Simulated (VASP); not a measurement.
Write the native input for VASP 6.6.1 that does the following.

* Task: relaxation of the atoms
* Functional: PBE
* Potentials or basis: VASP PAW PBE potentials, release 64 (Al)
* Cutoff: 300 eV
* k mesh: 8 × 8 × 8
* Occupations: methfessel-paxton, width 0.1 eV
* Spin: no spin polarisation
* Further INCAR settings: ALGO = Fast; EDIFF = 1e-07; IBRION = 2; EDIFFG = -0.01; NSW = 40

The structure of Al lies in POSCAR:

```
Al                                      
1.0
    0.0000000000      2.0603261737      2.0603261737
    2.0603261737      0.0000000000      2.0603261737
    2.0603261737      2.0603261737      0.0000000000
  Al            
     1
Direct
     0.0000000000000000    0.0000000000000000    0.0000000000000000
```

The cell isn't the ideal one: a relaxed cell with its volume scaled by 1.06.

These files were run (other wordings do the same):

INCAR

```
SYSTEM = Al
  PREC = Accurate
  ENCUT = 300
  EDIFF = 1E-7
  ISMEAR = 1
  SIGMA = 0.1
  LREAL = .False.
  LASPH = .True.
  NELM = 80
  ALGO = Fast
  ISIF = 2
  LWAVE = .False.
  LCHARG = .False.
  GGA = PE
  IBRION = 2
  NSW = 40
  EDIFFG = -0.01
```

KPOINTS

```
regular mesh
0
Gamma
  8 8 8
  0 0 0
```

Potentials or basis: VASP PAW PBE potentials, release 64 (Al).

Command:

```sh
$ cat potpaw_PBE.64/Al/POTCAR > POTCAR
$ mpirun -np 1 vasp_std > vasp.out
```

It gave:

- Pressure after relaxing: -4.2 GPa
- Band gap on the k mesh: none (metal or under the smearing width)

Caveat: the relaxation stopped at its first step, so nothing moved.

It took 0.9 s on 1 thread of Intel(R) Xeon(R) 6975P-C (Granite Rapids), on a shared host, peak memory 0.1 GiB.
